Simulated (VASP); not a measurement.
VASP ran on this input.

### INCAR
```
SYSTEM = AuZn
PREC = Accurate
ENCUT = 480
EDIFF = 1E-7
NELM = 100
ALGO = Normal
LREAL = .FALSE.
LASPH = .TRUE.
ISMEAR = 1
SIGMA = 0.1
GGA = PS
LMAXMIX = 6
LWAVE = .FALSE.
LCHARG = .FALSE.
ISIF = 2
```

POSCAR:
```
AuZn
3.1270380
  0.9999999744   0.0000000000   0.0000000000
  0.0000000000   0.9999999744   0.0149999996
  0.0000000000   0.0149999996   0.9999999744
Zn Au
1 1
Direct
  0.5000000000   0.5000000000   0.5000000000
  0.0000000000   0.0000000000   0.0000000000
```

File KPOINTS:
```
Automatic
0
G
  12 12 12
0 0 0
```

POTCAR, in this order: Zn Au (PBE.64 set). Program: vasp_std.

### Question
Write an equivalent input for Ansatz.

### Answer
One equivalent input (not run):
Ansatz 0.2 input:
```yaml
crystal:
  lattice:
    - [3.1270379, 0.0000000, 0.0000000]
    - [0.0000000, 3.1270379, 0.0469056]
    - [0.0000000, 0.0469056, 3.1270379]
  atoms:
    - { symbol: Zn, position: [0.5000000, 0.5000000, 0.5000000] }
    - { symbol: Au, position: [0.0000000, 0.0000000, 0.0000000] }
kpoints:
  mp_grid: { grid: [12, 12, 12] }
hamiltonian:
  xc: pbesol
  pseudopotentials: { kind: paw }
scf:
  occupations: { method: methfessel_paxton, width: 0.1 }
  max_iter: 100
output: { forces: true, stress: true, eigenvalues: true }
```
Limits of the translation: each code has its own PAW files, so the cut-off isn't converted (ENCUT is set for VASP's; basis.ecutwfc is left out, and Ansatz then takes the one that its files recommend); Ansatz stops its SCF on the density residual and VASP on the energy change (EDIFF).

The compound is AuZn in the CsCl type structure. This cell was strained or had an atom moved on purpose.
